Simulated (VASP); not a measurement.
A VASP calculation is set up with these files.

### POSCAR
```
SiRh
1
    2.9830100000     0.0000000000     0.0000000000
    0.0000000000     2.9830100000     0.0000000000
    0.0000000000     0.0000000000     2.9830100000
Si Rh
1 1
Direct
  0.5000000000   0.5000000000   0.5000000000
  0.0000000000   0.0000000000   0.0000000000
```

**INCAR**
```
# general
SYSTEM =SiRh
PREC   =Accurate
ENCUT  =400
LREAL  =.FALSE.
LASPH  =.TRUE.

# electronic loop
EDIFF  =1E-6
NELM   =100
ALGO   =Normal
LMAXMIX=4

# smearing
ISMEAR =1
SIGMA  =0.1

# ions
IBRION =2
NSW    =60
ISIF   =3
EDIFFG =-0.01

# output
LWAVE  =.FALSE.
LCHARG =.FALSE.
```

**KPOINTS**
```
Automatic mesh
0
Gamma
11 11 11
0 0 0
```

POTCAR, in this order: Si Rh_pv (LDA.64 set). Program: vasp_std.

Problem. Translate this LDA calculation to Ansatz.

Solution. One equivalent input (not run):
Ansatz 0.2 input:
```yaml
crystal:
  lattice:
    - [2.9830100, 0.0000000, 0.0000000]
    - [0.0000000, 2.9830100, 0.0000000]
    - [0.0000000, 0.0000000, 2.9830100]
  atoms:
    - { symbol: Si, position: [0.5000000, 0.5000000, 0.5000000] }
    - { symbol: Rh, position: [0.0000000, 0.0000000, 0.0000000] }
kpoints:
  mp_grid: { grid: [11, 11, 11] }
hamiltonian:
  xc: lda
  pseudopotentials: { kind: paw }
scf:
  occupations: { method: methfessel_paxton, width: 0.1 }
  max_iter: 100
relax:
  max_steps: 60
  f_tol: 0.01
  cell: {}
output: { forces: true, stress: true, eigenvalues: true }
```
Limits of the translation: each code has its own PAW files, so the cut-off isn't converted (ENCUT is set for VASP's; basis.ecutwfc is left out, and Ansatz then takes the one that its files recommend); Ansatz stops its SCF on the density residual and VASP on the energy change (EDIFF); Ansatz's lda is the Perdew-Wang form, while the LDA potentials of VASP carry Perdew-Zunger's.

The structure comes from a computed database's SiRh entry (Pm-3m); how it stands against other phases isn't given here. This run relaxes it. Symmetry was kept, so distortions that lower it aren't found.
